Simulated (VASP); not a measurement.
Consider the following.

```
CELL_PARAMETERS angstrom
      0.00000     2.42725     2.42725
      2.42725     0.00000     2.42725
      2.42725     2.42725     0.00000
ATOMIC_POSITIONS crystal
  Ca 0.00000 0.00000 0.00000
  O  0.50000 0.50000 0.50000
```

Computed with optB88-vdW, VASP's PBE PAW potentials (set 64) (plane waves; VASP). Settings: 520 eV cut-off, 9×9×9 Γ-centred mesh, Gaussian smearing of 0.050 eV, potentials Ca_sv O.

Task: The job: CaO (rock salt), 2 atoms, optB88-vdW, static run, 520 eV, 9×9×9 Γ-centred mesh. Roughly how much core time does it take on a busy server core?

Result: About 30 core-seconds (one run on a shared machine, a rough figure). It had 35 irreducible k-points, 12 bands, up to 779 plane waves and 15 electronic steps.

The compound is CaO in the rock salt structure. This cell is one point of a volume scan, at 1.03 of the reference volume.
